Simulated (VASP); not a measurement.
All values below come from PBE GGA, VASP's PBE PAW potentials (set 64) (plane waves; VASP 6.6.1).

The input files of a VASP run:

File POSCAR:
```
PtAl2
6.0695020
  0.0000000000   0.5000000000   0.4824690724
  0.4945217911   0.0000000000   0.4824690724
  0.4945217911   0.5000000000   0.0000000000
Al Pt
2 1
Cartesian
  0.2472608955   0.2500000000   0.2412345362
  0.7417826866   0.7500000000   0.7237036086
  0.0149048868  -0.0000000000  -0.0000000000
```

**INCAR**
```
! general
SYSTEM =PtAl2
PREC   =Accurate
ENCUT  =400
LREAL  =.False.
LASPH  =.True.
NELECT =16.1

! electronic loop
EDIFF  =1E-6
NELM   =100
ALGO   =Normal
LMAXMIX=6

! smearing
ISMEAR =0
SIGMA  =0.05

! functional
GGA    =PE

! ions
ISIF   =2

! output
LWAVE  =.False.
LCHARG =.False.
```

**KPOINTS**
```
Automatic mesh
0
gamma
 8 8 8
```

POTCAR, in this order: Al Pt (PBE.64 set). Program: vasp_std.

What will the output report for the number of irreducible k-points (NKPTS), number of bands (NBANDS), largest plane-wave count, number of space-group operations, FFT grid (NGX, NGY, NGZ)?

number of irreducible k-points (NKPTS): 95
number of bands (NBANDS): 12
largest plane-wave count: 990
number of space-group operations: 4
FFT grid (NGX, NGY, NGZ): 28 × 28 × 28

The compound is PtAl2 in the fluorite structure. The cell was not relaxed at this level, atoms are displaced from their ideal sites. The run is one of a series of settings (ISMEAR = 0, NELECT = 16.1, SIGMA = 0.05 against the base run), some of them coarse on purpose.
